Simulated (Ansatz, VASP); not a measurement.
# Te (Tellurium): VASP beside Ansatz

Wanted: the spread between two codes on one cell, functional and k mesh. Valence electrons are named where the data sets of a main pair hold unlike numbers.

Main program and level: Ansatz 0.2.0; plane waves, with VASP 6.6.1 beside it; band structure at HSE06, spin-orbit coupling.

The database entry behind the starting cell differs from later determinations by our own check (inner coordinate of an old entry), so it need not match the best structure at ambient conditions.

**1. Starting point**

It takes space group P3_121 (No. 152, trigonal). Conventional cell: a = 4.454 Å, b = 4.454 Å, c = 5.924 Å, α = 90.00°, β = 90.00°, γ = 120.00°. Te has 2 Te at 2.86 Å nearest.

As a file:

```
Te
1.0
     4.45400    0.00000    0.00000
    -2.22700    3.85728    0.00000
     0.00000    0.00000    5.92400
Te
3
Direct
  0.26900 0.00000 0.33333
  0.00000 0.26900 0.66667
  0.73100 0.73100 0.00000
```

**2. VASP: band structure, HSE06, spin-orbit coupling**

Levels along a path test the potential and the projectors away from the mesh points.

Lines of VASP's logs that name or quote its potential files are left out, and so is its time.

The run reads the wave functions of an earlier VASP run, which isn't shown here.

Input file INCAR:

```
SYSTEM = Te
PREC = Accurate
ENCUT = 400
EDIFF = 1E-06
NELM = 100
ISMEAR = 0
SIGMA = 0.02
LREAL = .FALSE.
ALGO = Normal
LHFCALC = .TRUE.
AEXX = 0.25
GGA = PE
HFSCREEN = 0.2
LASPH = .TRUE.
LNONCOLLINEAR = .TRUE.
MAGMOM = 0 0 0 0 0 0 0 0 0
NBANDS = 30
GGA_COMPAT = .FALSE.
LSORBIT = .TRUE.
PRECFOCK = Fast
LORBIT = 11
LWAVE = .FALSE.
LCHARG = .FALSE.
KPAR = 4
```

Input file POSCAR:

```
Te
1.0
    4.4540000000      0.0000000000      0.0000000000
   -2.2270000000      3.8572771485      0.0000000000
    0.0000000000      0.0000000000      5.9240000000
Te
3
Direct
    0.2690000000      0.0000000000      0.3333333333
    0.0000000000      0.2690000000      0.6666666667
    0.7310000000      0.7310000000      0.0000000000
```

Input file KPOINTS:

```
Automatic mesh
0
Gamma
4 4 3
0 0 0
```

Input file KPOINTS_OPT:

```
Line mode
6
Line-mode
Reciprocal
  0.00000000   0.00000000   0.00000000 GAMMA
  0.50000000   0.00000000   0.00000000 M

  0.50000000   0.00000000   0.00000000 M
  0.33333333   0.33333333   0.00000000 K

  0.33333333   0.33333333   0.00000000 K
  0.00000000   0.00000000   0.00000000 GAMMA

  0.00000000   0.00000000   0.00000000 GAMMA
  0.00000000   0.00000000   0.50000000 A

  0.00000000   0.00000000   0.50000000 A
  0.50000000   0.00000000   0.50000000 L

  0.50000000   0.00000000   0.50000000 L
  0.33333333   0.33333333   0.50000000 H

  0.33333333   0.33333333   0.50000000 H
  0.00000000   0.00000000   0.50000000 A

  0.50000000   0.00000000   0.50000000 L
  0.50000000   0.00000000   0.00000000 M

  0.33333333   0.33333333   0.00000000 K
  0.33333333   0.33333333   0.50000000 H
```

Potentials, in the order of the species: Te (PBE family, release 64).

On the command line:

```console
mpirun -np 4 vasp_ncl
```

Numbers of over 12 decimals in the logs are rounded to 6 here.

The program printed:

```text
[banner, memory and clock lines left out]
running    4 mpi-ranks, on    1 nodes
 distrk:  each k-point on    1 cores,    4 groups
 distr:  one band on    1 cores,    1 groups

 POSCAR found type information on POSCAR Te
 POSCAR found :  1 types and       3 ions
 LDA part: xc-table for (Slater+PW92), standard interpolation
 found WAVECAR, reading the header
 POSCAR, INCAR and KPOINTS ok, starting setup
 FFT: planning ... GRIDC
 FFT: planning ... GRID_SOFT
 FFT: planning ... GRID
 reading WAVECAR
 the WAVECAR file was read successfully
 initial charge from wavefunction
 entering main loop
       N       E                     dE             d eps       ncg     rms          rms(c)
DAV:   1    -0.121899310722E+02   -0.12190E+02   -0.25710E+00   666   0.105E+01    0.207E+01
DAV:   2    -0.122070531402E+02   -0.17122E-01   -0.54745E-02   858   0.170E+00    0.137E+01
DAV:   3    -0.122062189973E+02    0.83414E-03   -0.22023E-03   774   0.270E-01    0.873E+00
DAV:   4    -0.122059095150E+02    0.30948E-03   -0.46285E-04   738   0.118E-01    0.534E+00
DAV:   5    -0.122058973106E+02    0.12204E-04   -0.13349E-04   744   0.637E-02    0.325E+00
DAV:   6    -0.122059403757E+02   -0.43065E-04   -0.34435E-05   734   0.332E-02    0.196E+00
DAV:   7    -0.122059808212E+02   -0.40446E-04   -0.96478E-06   740   0.183E-02    0.118E+00
DAV:   8    -0.122060103166E+02   -0.29495E-04   -0.29358E-06   720   0.103E-02    0.706E-01
DAV:   9    -0.122060293986E+02   -0.19082E-04   -0.76199E-07   426   0.578E-03    0.424E-01
DAV:  10    -0.122060409411E+02   -0.11542E-04   -0.46564E-07   396   0.480E-03    0.253E-01
DAV:  11    -0.122060479918E+02   -0.70507E-05   -0.15933E-07   372   0.283E-03    0.151E-01
DAV:  12    -0.122060522716E+02   -0.42798E-05   -0.92687E-08   372   0.209E-03    0.900E-02
DAV:  13    -0.122060548416E+02   -0.25700E-05   -0.52367E-08   354   0.145E-03    0.534E-02
DAV:  14    -0.122060563865E+02   -0.15450E-05   -0.31273E-08   342   0.103E-03    0.316E-02
DAV:  15    -0.122060573116E+02   -0.92510E-06   -0.18315E-08   348   0.702E-04
   1 F= -.12206057E+02 E0= -.12206057E+02  d E =-.124033E-19  mag=     0.0000     0.0000    -0.0000
 Start KPOINTS_OPT (optional k-point list driver)
k-point batch [1-11\54]
       N       E                     dE             ncg
DAV:   1     0.808085888435E+03   -0.25000E+04      660
DAV:   2    -0.161118330470E+02   -0.82420E+03      830
DAV:   3    -0.122669677112E+03   -0.10656E+03      778
DAV:   4    -0.126826273134E+03   -0.41566E+01      826
DAV:   5    -0.126901249760E+03   -0.74977E-01      814
DAV:   6    -0.126902774969E+03   -0.15252E-02      860
DAV:   7    -0.126902820738E+03   -0.45769E-04      742
DAV:   8    -0.126902822693E+03   -0.19555E-05      588
DAV:   9    -0.126902822822E+03   -0.12911E-06      450
[...]
k-point batch [45-54\54]
       N       E                     dE             ncg
DAV:   1     0.109588242492E+04   -0.37633E+04      600
DAV:   2     0.373865540877E+03   -0.72202E+03      752
DAV:   3     0.287276798598E+03   -0.86589E+02      720
DAV:   4     0.283869670010E+03   -0.34071E+01      758
DAV:   5     0.283807275573E+03   -0.62394E-01      746
DAV:   6     0.283806028353E+03   -0.12472E-02      750
DAV:   7     0.283805986670E+03   -0.41684E-04      714
DAV:   8     0.283805984912E+03   -0.17575E-05      506
DAV:   9     0.283805984805E+03   -0.10686E-06      420
```

Parts of OUTCAR (step 2):

```text
ion  position               nearest neighbor table
   1  0.269  0.000  0.333-   3 2.86   2 2.86   3 3.47   3 3.47   2 3.47   2 3.47
   2  0.000  0.269  0.667-   3 2.86   1 2.86   3 3.47   3 3.47   1 3.47   1 3.47
   3  0.731  0.731  0.000-   1 2.86   2 2.86   1 3.47   2 3.47   2 3.47   1 3.47

  LATTYP: Found a hexagonal cell.
 ALAT       =     4.4540000000
 C/A-ratio  =     1.3300404131

 Subroutine GETGRP returns: Found  6 space group operations
 (whereof  2 operations were pure point group operations)

The static configuration has the point symmetry C_2 .
 The point group associated with its full space group is D_3 .

 Found     11 irreducible k-points:

   k-points           NKPTS =     11   k-points in BZ     NKDIM =     48   number of bands    NBANDS=     30

   dimension x,y,z NGX =    30 NGY =   30 NGZ =   40
   dimension x,y,z NGXF=    60 NGYF=   60 NGZF=   80

   ENCUT  =  400.0 eV  29.40 Ry    5.42 a.u.   7.26  7.26  9.66*2*pi/ulx,y,z

   NELECT =      18.0000    total number of electrons

 k-points in reciprocal lattice and weights: Automatic mesh
   0.00000000  0.00000000  0.00000000       0.021
   0.25000000  0.00000000  0.00000000       0.125
   0.50000000  0.00000000  0.00000000       0.062
   0.25000000  0.25000000  0.00000000       0.062
  -0.25000000 -0.25000000  0.00000000       0.062
   0.00000000  0.00000000  0.33333333       0.042
   0.25000000  0.00000000  0.33333333       0.125
   0.00000000  0.25000000  0.33333333       0.125
   0.50000000  0.00000000  0.33333333       0.125
   0.25000000  0.25000000  0.33333333       0.125
  -0.25000000 -0.25000000 -0.33333333       0.125

  exchange ACFDT corr.  =         0.00000000  see jH, gK, PRB 81, 115126

 average (electrostatic) potential at core
       1 -85.2342       2 -85.2342       3 -85.2342

 E-fermi :   5.5049

 k-point     1 :       0.0000    0.0000    0.0000
  band No.  band energies     occupation
    ...
     14       3.7300      1.00000
     15       3.7596      1.00000
     16       3.7596      1.00000
     17       4.6160      1.00000
     18       4.6160      1.00000
     19       6.6893      0.00000
     20       6.6893      0.00000
     21       7.3912      0.00000
     22       7.3912      0.00000
     23       7.9590      0.00000
    ...

 k-point     2 :       0.2500    0.0000    0.0000
  band No.  band energies     occupation
    ...
     14       3.8801      1.00000
     15       4.3240      1.00000
     16       4.5537      1.00000
     17       4.6465      1.00000
     18       4.8103      1.00000
     19       6.8639      0.00000
     20       6.9474      0.00000
     21       7.1993      0.00000
     22       7.2561      0.00000
     23       8.0256      0.00000
    ...

 k-point     3 :       0.5000    0.0000    0.0000
  band No.  band energies     occupation
    ...
     14       1.7373      1.00000
     15       4.4322      1.00000
     16       4.4322      1.00000
     17       4.6497      1.00000
     18       4.6497      1.00000
     19       6.9227      0.00000
     20       6.9227      0.00000
     21       7.0228      0.00000
     22       7.0228      0.00000
     23       9.0783      0.00000
    ...

  energy-cutoff  :      400.00
  volume of cell :      101.78
      direct lattice vectors                 reciprocal lattice vectors
     4.454000000  0.000000000  0.000000000     0.224517288  0.129625117  0.000000000
    -2.227000000  3.857277149  0.000000000     0.000000000  0.259250233  0.000000000
     0.000000000  0.000000000  5.924000000     0.000000000  0.000000000  0.168804862

 POSITION                                       TOTAL-FORCE (eV/Angst)
 -----------------------------------------------------------------------------------
      1.19813      0.00000      1.97467        -0.291570      0.000000     -0.000000
     -0.59906      1.03761      3.94933         0.145785     -0.252507     -0.000000
      1.62794      2.81967      0.00000         0.145785      0.252507      0.000000
 -----------------------------------------------------------------------------------
    total drift:                               -0.000001     -0.000003     -0.000001

  FREE ENERGIE OF THE ION-ELECTRON SYSTEM (eV)
  ---------------------------------------------------
  free  energy   TOTEN  =       -12.2060573116 eV

  energy  without entropy=      -12.2060573116  energy(sigma->0) =      -12.20605731

 Spin-Orbit-Coupling matrix elements
 Ion:    1  E_soc:     -0.2211235
 Ion:    2  E_soc:     -0.2211234
 Ion:    3  E_soc:     -0.2211237

 total charge
# of ion       s       p       d       tot
------------------------------------------
    1        1.393   1.926   0.043   3.363
    2        1.393   1.926   0.043   3.363
    3        1.393   1.926   0.043   3.363
--------------------------------------------------
tot          4.178   5.779   0.130  10.088

 magnetization (x)
# of ion       s       p       d       tot
------------------------------------------
    1       -0.000   0.000  -0.000   0.000
    2        0.000  -0.000   0.000  -0.000
    3        0.000  -0.000   0.000  -0.000
--------------------------------------------------
tot          0.000   0.000  -0.000   0.000

 magnetization (y)
# of ion       s       p       d       tot
------------------------------------------
    1        0.000   0.000   0.000   0.000
    2       -0.000   0.000  -0.000   0.000
    3        0.000  -0.000   0.000  -0.000
--------------------------------------------------
tot          0.000   0.000   0.000   0.000

 magnetization (z)
# of ion       s       p       d       tot
------------------------------------------
    1        0.000  -0.000   0.000  -0.000
    2        0.000   0.000  -0.000   0.000
    3        0.000   0.000   0.000   0.000
--------------------------------------------------
tot          0.000  -0.000   0.000  -0.000

[... 3 further parts left out ...]
```

The k-mesh is coarse for exact exchange; levels may shift by about 0.1 eV on a finer one.

(Part 1 of 2 ends here.)

[Lines on the potential files, build, host, timing and source positions are cut from VASP's logs without a mark.]

[Logs are printed without paths, hosts, clocks, repeated set-up lines and the standing remarks that a program may print on its own settings, such as how far it seeks lower states.]

[Hosts, paths, dates, database ids (printed as entryN), source tags and the programs' standing remarks are cut or masked in the printed files.]
